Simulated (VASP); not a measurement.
An input for Ansatz (written as the equivalent of a VASP run, and not itself run):

Ansatz 0.2 input:
```yaml
crystal:
  lattice:
    - [0.0000000, 2.9070747, 2.9070747]
    - [2.9070747, 0.0000000, 2.9070747]
    - [2.9070747, 2.9070747, 0.0000000]
  atoms:
    - { symbol: Pb, position: [0.0000000, 0.0000000, 0.0000000] }
    - { symbol: F, position: [0.2500000, 0.2500000, 0.2500000] }
    - { symbol: F, position: [0.7500000, 0.7500000, 0.7500000] }
kpoints:
  mp_grid: { grid: [7, 7, 7] }
hamiltonian:
  xc: lda
  pseudopotentials: { kind: paw }
scf:
  occupations: { method: gaussian, width: 0.05 }
  max_iter: 100
relax:
  max_steps: 40
  f_tol: 0.02
  cell: {}
output: { forces: true, stress: true, eigenvalues: true }
```

**Question.** Write the VASP files for the same calculation (LDA).

**Answer.** One answer among several that fit: 
**INCAR**
```
ALGO=Normal
EDIFF=1E-6
EDIFFG=-0.02
ENCUT=620
IBRION=2
ISIF=3
ISMEAR=0
LASPH=.TRUE.
LCHARG=.FALSE.
LMAXMIX=4
LREAL=.FALSE.
LWAVE=.FALSE.
NELM=100
NSW=40
PREC=Accurate
SIGMA=0.05
SYSTEM=PbF2
```

KPOINTS:
```
Automatic mesh
0
G
  7 7 7
```

File POSCAR:
```
PbF2
1
    0.0000000000     2.9070746576     2.9070746576
    2.9070746576     0.0000000000     2.9070746576
    2.9070746576     2.9070746576     0.0000000000
Pb F
1 2
Direct
  0.0000000000   0.0000000000   0.0000000000
  0.2500000000   0.2500000000   0.2500000000
  0.7500000000   0.7500000000   0.7500000000
```

POTCAR, in this order: Pb_d F (LDA.64 set). Program: vasp_std.

What does not carry over: each code has its own PAW files, so the cut-off isn't converted (ENCUT is set for VASP's; basis.ecutwfc is left out, and Ansatz then takes the one that its files recommend); Ansatz stops its SCF on the density residual and VASP on the energy change (EDIFF); Ansatz's lda is the Perdew-Wang form, while the LDA potentials of VASP carry Perdew-Zunger's.

The compound is PbF2 in the fluorite structure, the β form. It was relaxed first, which changed the volume by -6 %.
